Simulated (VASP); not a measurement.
SiMo (relaxed from the WC structure, space group P-6m2): computed properties

These are PBEsol GGA, VASP's PBE PAW potentials (set 64) (plane waves; VASP 6.6.1) values and carry that method's errors.

- space group: P-6m2 (187)
- cell: a = 3.0985 Å, b = 3.0985 Å, c = 3.4960 Å, α = 90.00°, β = 90.00°, γ = 120.00°
- volume per atom: 14.53 Å³/atom
- band gap (over mesh and band path): none (metal, semimetal or under 0.01 eV)
- density: 7.09 g/cm³

Space group P-6m2 (No. 187); a = 3.0985 Å, b = 3.0985 Å, c = 3.4960 Å, α = 90.00°, β = 90.00°, γ = 120.00°

```
atom  site  symmetry       x       y       z
----  ----  --------  ------  ------  ------
Mo      1a      -6m2  0.0000  0.0000  0.0000
Si      1f      -6m2  0.6667  0.3333  0.5000
```

The structure was generated: SiMo was put into the WC type (P-6m2), which need not be its known phase. It was relaxed first, which changed the volume by -14 %. Symmetry was kept, so distortions that lower it aren't found.
